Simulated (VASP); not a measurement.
# BiAs (Fm-3m) in VASP: notebook

The runs below take BiAs through single point, with PBE.

All numbers are computed with VASP 6.6.1; they aren't measurements. Logs are shortened: lines on timing, memory, paths and dates and some standing lists are left out, and cuts for length are marked.

### Step 1. The crystal as given

It takes space group Fm-3m (No. 225, cubic). The conventional cell has a = 6.060 Å, b = 6.060 Å, c = 6.060 Å, α = 90.00°, β = 90.00°, γ = 90.00°. Around Bi (site symmetry m-3m) lie 6 As at 3.03 Å. As (site symmetry m-3m) has 6 Bi at 3.03 Å as nearest neighbours.

The cell comes from a database or a generator and needn't be the stable form of this composition.

### Step 2. Single point, PBE

INCAR

```
SYSTEM = BiAs
PREC = Accurate ; ENCUT = 520
EDIFF = 1E-7 ; ISMEAR = 0
SIGMA = 0.05 ; LREAL = .FALSE.
LASPH = .TRUE. ; NELM = 100
ALGO = Normal ; ISIF = 2
LWAVE = .FALSE. ; LCHARG = .FALSE.
GGA = PE ; NBANDS = 17
```

KPOINTS

```
regular mesh
0
G
  6 6 6
  0 0 0
```

POSCAR

```
BiAs
1.0
    0.0000000000      3.0300000000      3.0300000000
    3.0300000000      0.0000000000      3.0300000000
    3.0300000000      3.0300000000      0.0000000000
Bi As
1 1
Direct
    0.0000000000      0.0000000000      0.0000000000
    0.5000000000      0.5000000000      0.5000000000
```

Potentials or basis: VASP PAW PBE potentials, release 64 (Bi_d, As).

Launch:

```sh
> cat potpaw_PBE.64/Bi_d/POTCAR potpaw_PBE.64/As/POTCAR > POTCAR
> mpirun -np 1 vasp_std > vasp.out
```

OUTCAR:

```text
SYSTEM = BiAs
   PREC = Accurate
   ENCUT = 520
   EDIFF = 1E-7
   ISMEAR = 0
   LREAL = .FALSE.
   LASPH = .TRUE.
   NELM = 100
   ISIF = 2
   GGA = PE

 ion  position               nearest neighbor table
   1  0.000  0.000  0.000-   2 3.03   2 3.03   2 3.03   2 3.03   2 3.03   2 3.03
   2  0.500  0.500  0.500-   1 3.03   1 3.03   1 3.03   1 3.03   1 3.03   1 3.03

  LATTYP: Found a face centered cubic cell.
 ALAT       =     6.0600000000

  Lattice vectors:

 A1 = (   0.0000000000,   3.0300000000,   3.0300000000)
 A2 = (   3.0300000000,   0.0000000000,   3.0300000000)
 A3 = (   3.0300000000,   3.0300000000,   0.0000000000)

Analysis of symmetry for initial positions (statically):
=====================================================================
 Subroutine PRICEL returns:
 Original cell was already a primitive cell.

 Routine SETGRP: Setting up the symmetry group for a
 face centered cubic supercell.

 Subroutine GETGRP returns: Found 48 space group operations
 (whereof 48 operations were pure point group operations)
 out of a pool of 48 trial point group operations.

The static configuration has the point symmetry O_h .

Analysis of symmetry for dynamics (positions and initial velocities):
=====================================================================
 Subroutine PRICEL returns:
 Original cell was already a primitive cell.

 Routine SETGRP: Setting up the symmetry group for a
 face centered cubic supercell.

 Subroutine GETGRP returns: Found 48 space group operations
 (whereof 48 operations were pure point group operations)
 out of a pool of 48 trial point group operations.

The dynamic configuration has the point symmetry O_h .

 Subroutine INISYM returns: Found 48 space group operations
 (whereof 48 operations are pure point group operations),
 and found     1 'primitive' translations

----------------------------------------------------------------------------------------

                                     Primitive cell

  volume of cell :      55.6363

  direct lattice vectors                    reciprocal lattice vectors
     0.000000000  3.030000000  3.030000000    -0.165016502  0.165016502  0.165016502
     3.030000000  0.000000000  3.030000000     0.165016502 -0.165016502  0.165016502
     3.030000000  3.030000000  0.000000000     0.165016502  0.165016502 -0.165016502

  length of vectors
     4.285067094  4.285067094  4.285067094     0.285816965  0.285816965  0.285816965

[... 70 lines left out ...]
   NELM   =    100;   NELMIN=  2; NELMDL= -5     # of ELM steps
   EDIFF  = 0.1E-06   stopping-criterion for ELM
   LREAL  =      F    real-space projection
   EDIFFG = 0.1E-05   stopping-criterion for IOM
   NSW    =      0    number of steps for IOM
   IBRION =     -1    ionic relax: 0-MD 1-quasi-New 2-CG
   NFREE  =      0    steps in history (QN), initial steepest desc. (CG)
   ISIF   =      2    stress and relaxation
   ISYM   =      2    0-nonsym 1-usesym 2-fastsym
   POTIM  = 0.5000    time-step for ionic-motion
   TEBEG  =    0.0;   TEEND  =   0.0 temperature during run
   PSTRESS=    0.0 pullay stress
   NELECT =      20.0000    total number of electrons
   NUPDOWN=      -1.0000    fix difference up-down
   EMIN   =  10.00;   EMAX   =-10.00  energy-range for DOS
   EFERMI =   0.00;   METHOD = LEGACY
   ISMEAR =     0;   SIGMA  =   0.05  broadening in eV -4-tet -1-fermi 0-gaus
   EFERMI_NEDOS =   21; number of points for ismear=-14 and -15
   IALGO  =     38    algorithm
   IMIX   =      4    mixing-type and parameters
     AMIX     =   0.40;   BMIX     =  1.00
     AMIX_MAG =   1.60;   BMIX_MAG =  1.00
  volume/ion in A,a.u.               =      27.82       187.73
  Fermi-wavevector in a.u.,A,eV,Ry     =   1.164034  2.199705 18.435545  1.354974
  Thomas-Fermi vector in A             =   2.300576
   LORBIT       =      0    0 simple, 1 ext, 2 COOP (PROOUT), +10 PAW based schemes
   GGA     = PE    functional components
   LHFCALC =     F    Hartree Fock is set to
   AEXX    =    0.0000 exact exchange contribution
   IVDW    =     0    specifies the selected vdW correction
   LEPSILON=     F    determine dielectric tensor
   LRPA    =     F    only Hartree local field effects (RPA)
 non-spin polarized calculation
 Gauss-broadening in eV      SIGMA  =   0.05
  energy-cutoff  :      520.00
  volume of cell :       55.64
 maximum number of plane-waves:      1524
   NGX = 15   NGY = 15   NGZ = 15

 number of electron      19.9999994 magnetization

 Free energy of the ion-electron system (eV)
  ---------------------------------------------------
  ext. energy  EPLUGINS =         0.00000000
  ---------------------------------------------------
  free energy    TOTEN  =        -8.50948480 eV

  energy without entropy =       -8.50823674  energy(sigma->0) =       -8.50886077

 E-fermi :   5.9356     XC(G=0):  -9.8557

 val. band max:        5.8964921338   @ k =   0.1667   0.1667   0.0000
 cond. band min:       5.9515090314   @ k =   0.5000   0.0000   0.0000
 fundamental gap:      0.0550168976
 Fermi energy:         5.9355582647

 k-point     1 :       0.0000    0.0000    0.0000
  band No.  band energies     occupation
      1     -17.0585      2.00000
      2     -17.0585      2.00000
      3     -17.0585      2.00000
      4     -17.0564      2.00000
      5     -17.0564      2.00000
      6      -7.5091      2.00000
[... 297 lines left out ...]
      4     -17.0442      2.00000
      5     -17.0365      2.00000
      6      -4.9003      2.00000
[... 9 lines left out ...]
     16      17.4029      0.00000
     17      18.4285      0.00000

------------------------ aborting loop because EDIFF is reached ----------------------------------------

  FORCE on cell =-STRESS in cart. coord.  units (eV):
  Direction    XX          YY          ZZ          XY          YZ          ZX
  --------------------------------------------------------------------------------------
  -------------------------------------------------------------------------------------
  Total       -0.2328679     -0.2328679     -0.2328679     -0.0000000      0.0000000     -0.0000000
  in kB       -6.7059814     -6.7059814     -6.7059814     -0.0000000      0.0000000     -0.0000000
  external PRESSURE =      -6.7059814 kB  Pullay stress =       0.0000000 kB

 VOLUME and BASIS-vectors are now :
 -----------------------------------------------------------------------------
  energy-cutoff  :      520.00
  volume of cell :       55.64
      direct lattice vectors                 reciprocal lattice vectors
     0.000000000  3.030000000  3.030000000    -0.165016502  0.165016502  0.165016502
     3.030000000  0.000000000  3.030000000     0.165016502 -0.165016502  0.165016502
     3.030000000  3.030000000  0.000000000     0.165016502  0.165016502 -0.165016502

 POSITION                                       TOTAL-FORCE (eV/Angst)
 -----------------------------------------------------------------------------------
      0.00000      0.00000      0.00000        -0.000000     -0.000000      0.000000
      3.03000      3.03000      3.03000         0.000000      0.000000     -0.000000
 -----------------------------------------------------------------------------------
    total drift:                                0.000000     -0.000000     -0.000000

  FREE ENERGIE OF THE ION-ELECTRON SYSTEM (eV)
  ---------------------------------------------------
  free  energy   TOTEN  =        -8.5094847994 eV

  energy  without entropy=       -8.5082367367  energy(sigma->0) =       -8.50886077
```

stdout:

```text
POSCAR found type information on POSCAR BiAs
 POSCAR found :  2 types and       2 ions
 scaLAPACK will be used
 LDA part: xc-table for (Slater+PW92), standard interpolation
 POSCAR, INCAR and KPOINTS ok, starting setup
 FFT: planning ... GRIDC
 FFT: planning ... GRID_SOFT
 FFT: planning ... GRID
 WAVECAR not read
 entering main loop
```

It took 12 s on 1 thread of Intel Xeon Platinum 8488C (Sapphire Rapids), shared host; peak memory 0.17 GiB.

What came out:

* Free energy: -8.5095 eV
* Pressure: -0.7 GPa
* Band gap on the k mesh: 0.06 eV, indirect (least direct gap 0.14 eV)

Levels at points of the mesh, in eV from the valence-band top:
| k point | band 6 | band 7 | band 8 | band 9 | band 10 | band 11 | band 12 | band 13 | band 14 | band 15 |
| --- | --- | --- | --- | --- | --- | --- | --- | --- | --- | --- |
| (0.00, 0.00, 0.00) | -13.41 | -6.49 | -1.40 | -1.40 | -1.40 | 3.72 | 3.72 | 3.72 | 5.91 | 5.91 |
| (0.50, 0.00, 0.00) | -11.06 | -10.55 | -0.50 | -0.50 | -0.09 | 0.06 | 0.19 | 0.19 | 8.87 | 9.62 |
| (0.50, 0.50, 0.00) | -11.15 | -8.80 | -5.35 | -3.27 | -3.27 | 3.01 | 5.47 | 5.47 | 6.96 | 10.85 |

Caveat: spin-orbit coupling is left out, which as a rule narrows the gap of such compounds by several tenths of an eV. A k mesh can miss the band edges.

### Step 3. Single point, PBE

This run uses another cell than the first one, of 27.66 Å³/atom, 0.994 times its volume.

INCAR

```
  PREC = Accurate
  ENCUT = 520
  EDIFF = 1E-6
  ISMEAR = 0
  SIGMA = 0.05
  LREAL = False
  LASPH = True
  NELM = 80
  ALGO = Normal
  ISIF = 2
  LWAVE = False
  LCHARG = False
  GGA = PE
  NBANDS = 17
```

KPOINTS

```
regular mesh
0
Gamma
  6 6 6
```

POSCAR

```
BiAs
1.0
    0.0000000000      3.0242938946      3.0242938946
    3.0242938946      0.0000000000      3.0242938946
    3.0242938946      3.0242938946      0.0000000000
Bi As
1 1
Direct
    0.0000000000      0.0000000000      0.0000000000
    0.5000000000      0.5000000000      0.5000000000
```

Potentials or basis: VASP PAW PBE potentials, release 64 (Bi_d, As).

Launch:

```sh
> cat potpaw_PBE.64/Bi_d/POTCAR potpaw_PBE.64/As/POTCAR > POTCAR
> mpirun -np 1 vasp_std > vasp.out
```

OUTCAR:

```text
PREC = Accurate
   ENCUT = 520
   EDIFF = 1E-6
   ISMEAR = 0
   LREAL = False
   LASPH = True
   NELM = 80
   ISIF = 2
   GGA = PE

 ion  position               nearest neighbor table
   1  0.000  0.000  0.000-   2 3.02   2 3.02   2 3.02   2 3.02   2 3.02   2 3.02
   2  0.500  0.500  0.500-   1 3.02   1 3.02   1 3.02   1 3.02   1 3.02   1 3.02

  LATTYP: Found a face centered cubic cell.
 ALAT       =     6.0485877892

  Lattice vectors:

 A1 = (   0.0000000000,   3.0242938946,   3.0242938946)
[... 496 lines left out ...]
------------------------ aborting loop because EDIFF is reached ----------------------------------------

  FORCE on cell =-STRESS in cart. coord.  units (eV):
  Direction    XX          YY          ZZ          XY          YZ          ZX
  --------------------------------------------------------------------------------------
  -------------------------------------------------------------------------------------
  Total       -0.1161007     -0.1161007     -0.1161007     -0.0000000      0.0000000     -0.0000000
  in kB       -3.3623536     -3.3623536     -3.3623536     -0.0000000      0.0000000     -0.0000000
  external PRESSURE =      -3.3623536 kB  Pullay stress =       0.0000000 kB

 VOLUME and BASIS-vectors are now :
 -----------------------------------------------------------------------------
  energy-cutoff  :      520.00
  volume of cell :       55.32
      direct lattice vectors                 reciprocal lattice vectors
     0.000000000  3.024293895  3.024293895    -0.165327848  0.165327848  0.165327848
     3.024293895  0.000000000  3.024293895     0.165327848 -0.165327848  0.165327848
     3.024293895  3.024293895  0.000000000     0.165327848  0.165327848 -0.165327848

 POSITION                                       TOTAL-FORCE (eV/Angst)
 -----------------------------------------------------------------------------------
      0.00000      0.00000      0.00000        -0.000000     -0.000000      0.000000
      3.02429      3.02429      3.02429         0.000000      0.000000     -0.000000
 -----------------------------------------------------------------------------------
    total drift:                                0.000000     -0.000000     -0.000000

  FREE ENERGIE OF THE ION-ELECTRON SYSTEM (eV)
  ---------------------------------------------------
  free  energy   TOTEN  =        -8.5103571711 eV

  energy  without entropy=       -8.5091828926  energy(sigma->0) =       -8.50977003
```

OSZICAR:

```text
N       E                     dE             d eps       ncg     rms          rms(c)
DAV:   1     0.145915238755E+03    0.14592E+03   -0.10051E+04   552   0.123E+03
DAV:   2     0.119632353315E+01   -0.14472E+03   -0.14134E+03   594   0.322E+02
DAV:   3    -0.846476930004E+01   -0.96611E+01   -0.95969E+01   679   0.854E+01
DAV:   4    -0.870893484228E+01   -0.24417E+00   -0.24383E+00   701   0.143E+01
DAV:   5    -0.871655542226E+01   -0.76206E-02   -0.76193E-02   768   0.231E+00    0.235E+00
DAV:   6    -0.850514097796E+01    0.21141E+00   -0.71026E-01   806   0.464E+00    0.114E+00
DAV:   7    -0.850917929442E+01   -0.40383E-02   -0.73718E-02   616   0.124E+00    0.579E-01
DAV:   8    -0.851054458558E+01   -0.13653E-02   -0.65849E-03   683   0.707E-01    0.791E-02
DAV:   9    -0.851034123522E+01    0.20335E-03   -0.16573E-03   720   0.278E-01    0.520E-02
DAV:  10    -0.851035608363E+01   -0.14848E-04   -0.14241E-04   688   0.730E-02    0.215E-02
DAV:  11    -0.851035782471E+01   -0.17411E-05   -0.40449E-05   688   0.412E-02    0.892E-03
DAV:  12    -0.851035717113E+01    0.65357E-06   -0.41840E-06   670   0.110E-02
   1 F= -.85103572E+01 E0= -.85097700E+01  d E =-.117428E-02
```

It took 11 s on 1 thread of Intel Xeon Platinum 8488C (Sapphire Rapids), shared host; peak memory 0.17 GiB.

What came out:

- Free energy: -8.5104 eV
- Pressure: -0.3 GPa
- Band gap on the k mesh: 0.06 eV, indirect (least direct gap 0.15 eV)

Levels at points of the mesh, in eV from the valence-band top:
```
           k point  band 8  band 9  band 10  band 11  band 12  band 13
(0.00, 0.00, 0.00)   -1.41   -1.41    -1.41     3.74     3.74     3.74
(0.50, 0.00, 0.00)   -0.51   -0.51    -0.08     0.06     0.19     0.19
(0.50, 0.50, 0.00)   -5.39   -3.29    -3.29     2.99     5.50     5.50
```

Caveat: spin-orbit coupling is left out, which as a rule narrows the gap of such compounds by several tenths of an eV. A hybrid or GW would open this gap; PBE tends to underestimate it.
